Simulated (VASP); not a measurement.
```xyz
2
Lattice="4.0450 -2.2471 -0.0232 4.0450 2.2471 -0.0232 2.8178 0.0000 3.6704" Properties=species:S:1:pos:R:3 pbc="T T T"
Bi     2.5873     0.0000     0.8596
Bi     8.3205     0.0000     2.7644
```

These are LDA (Ceperley-Alder, Perdew-Zunger) with spin-orbit coupling, VASP's LDA PAW potentials (set 64) (plane waves; VASP) values and carry that method's errors. Run with 400 eV cut-off, 9×9×9 Γ-centred mesh, Gaussian smearing of 0.050 eV, potentials Bi_d.

Question: What does the run give for the energy per atom (σ→0), band gap (over mesh and band path) with the smallest direct gap where there is one?

Answer: 
```yaml
band gap (over mesh and band path): none (metal, semimetal or under 0.01 eV)
energy per atom (σ→0): -5.385 eV/atom
```

The absolute energy has meaning only against runs of the same code, potentials and settings.

The compound is Bi in the a7 structure. It was relaxed first, which changed the volume by -5 %.
